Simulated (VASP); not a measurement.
Level of theory: PBEsol GGA, VASP's PBE PAW potentials (set 64) (plane waves; VASP).

VASP ran on this input.

File KPOINTS:
```
k-points along high-symmetry lines
12
Line-mode
Reciprocal
  0.000000   0.000000   0.000000 ! GAMMA
  0.500000   0.500000   0.500000 ! T

  0.500000   0.500000   0.500000 ! T
  0.766225   0.233775   0.500000 ! H_2

  0.500000  -0.233775   0.233775 ! H_0
  0.500000   0.000000   0.000000 ! L

  0.500000   0.000000   0.000000 ! L
  0.000000   0.000000   0.000000 ! GAMMA

  0.000000   0.000000   0.000000 ! GAMMA
  0.366888  -0.366888   0.000000 ! S_0

  0.633112   0.000000   0.366888 ! S_2
  0.500000   0.000000   0.500000 ! F

  0.500000   0.000000   0.500000 ! F
  0.000000   0.000000   0.000000 ! GAMMA
```

**POSCAR**
```
Te3As2
13.1561720
  0.2720091571   0.1570445358   0.4999999960
 -0.2720091571   0.1570445358   0.4999999960
  0.0000000000  -0.3140891443   0.4999999955
As Te
4 6
Cartesian
  0.0000000000  -0.0000000248   0.5123094575
  0.0000000000  -0.0000000115   0.2376905362
  0.0000000000  -0.0000000479   0.9876905300
  0.0000000000  -0.0000000612   1.2623094513
 -0.1036793196   0.1570445176   0.8749999928
 -0.0841649188  -0.1683112470   0.8749999925
  0.1878442384   0.0112666022   0.8749999927
  0.1036793196  -0.1570445903   0.6249999946
  0.0841649188   0.1683111743   0.6249999949
 -0.1878442384  -0.0112666749   0.6249999948
```

### INCAR
```
ALGO = Normal
EDIFF = 1E-7
ENCUT = 400
GGA = PS
ICHARG = 11
ISMEAR = 0
LASPH = .TRUE.
LCHARG = .FALSE.
LMAXMIX = 4
LORBIT = 11
LREAL = .FALSE.
LWAVE = .FALSE.
NELM = 100
PREC = Accurate
SIGMA = 0.05
SYSTEM = Te3As2
```

POTCAR, in this order: As Te (PBE.64 set). Program: vasp_std. Read from the step before: CHGCAR.

The resulting files:

OSZICAR:
```
       N       E                     dE             d eps       ncg     rms          rms(c)
DAV:   1     0.250229630145E+03    0.25023E+03   -0.18380E+04  5712   0.110E+03
DAV:   2    -0.157879259128E+02   -0.26602E+03   -0.26114E+03  7238   0.184E+02
DAV:   3    -0.390301134084E+02   -0.23242E+02   -0.22823E+02  6954   0.572E+01
DAV:   4    -0.397902120287E+02   -0.76010E+00   -0.75174E+00  7856   0.110E+01
DAV:   5    -0.398107249103E+02   -0.20513E-01   -0.20436E-01  7940   0.183E+00
DAV:   6    -0.398111889760E+02   -0.46407E-03   -0.46362E-03  8054   0.246E-01
DAV:   7    -0.398112017542E+02   -0.12778E-04   -0.12775E-04  7838   0.397E-02
DAV:   8    -0.398112022695E+02   -0.51521E-06   -0.51539E-06  7518   0.661E-03
DAV:   9    -0.398112022952E+02   -0.25768E-07   -0.25747E-07  5322   0.139E-03
   1 F= -.39811202E+02 E0= -.39808946E+02  d E =-.451313E-02
```

File OUTCAR:
```
 val. band max:        5.5145493408   @ k =   0.1818   0.1818   0.1818

 cond. band min:       5.5193876645   @ k =   0.1001  -0.1001   0.0000



 k-point     1 :       0.0000    0.0000    0.0000
  band No.  band energies     occupation
      1      -8.7128      2.00000
      2      -6.4092      2.00000
      3      -6.2448      2.00000
      4      -5.8014      2.00000
      5      -5.7455      2.00000
      6      -5.7455      2.00000
      7      -5.5300      2.00000
      8      -5.3600      2.00000
      9      -5.3600      2.00000
     10      -1.9718      2.00000
     11      -0.4441      2.00000
     12      -0.4441      2.00000
     13      -0.0092      2.00000
     14       0.7728      2.00000
     15       0.7728      2.00000
     16       1.4950      2.00000
     17       2.1753      2.00000
     18       2.8310      2.00000
     19       2.8310      2.00000
     20       3.3771      2.00000
     21       3.3771      2.00000
     22       3.9453      2.00000
     23       4.3503      2.00000
     24       4.3503      2.00000
     25       4.4224      2.00000
     26       4.4224      2.00000
     27       4.8595      2.00000
     28       5.5692      0.12845
     29       5.9632      0.00000
     30       5.9632      0.00000
     31       6.0741      0.00000
     32       6.0741      0.00000
     33       6.6912      0.00000
     34       7.0053      0.00000

 k-point     2 :       0.0455    0.0455    0.0455
  band No.  band energies     occupation
      1      -8.7073      2.00000
      2      -6.4973      2.00000
      3      -6.2063      2.00000
      4      -5.7440      2.00000
      5      -5.7440      2.00000
      6      -5.7431      2.00000
      7      -5.5344      2.00000
      8      -5.3626      2.00000
      9      -5.3626      2.00000
     10      -1.9848      2.00000
     11      -0.4359      2.00000
     12      -0.4359      2.00000
     13      -0.0109      2.00000
     14       0.7864      2.00000
     15       0.7864      2.00000
...
```

The density is held fixed in this step, so its total energy and stress have no physical meaning. Unless said otherwise, spin-orbit coupling is left out, though it shifts the bands of the heavy elements here.

The structure was generated: Te3As2 was put into the corundum type (R-3c), which need not be its known phase. It was relaxed first, which changed the volume by -7 %.
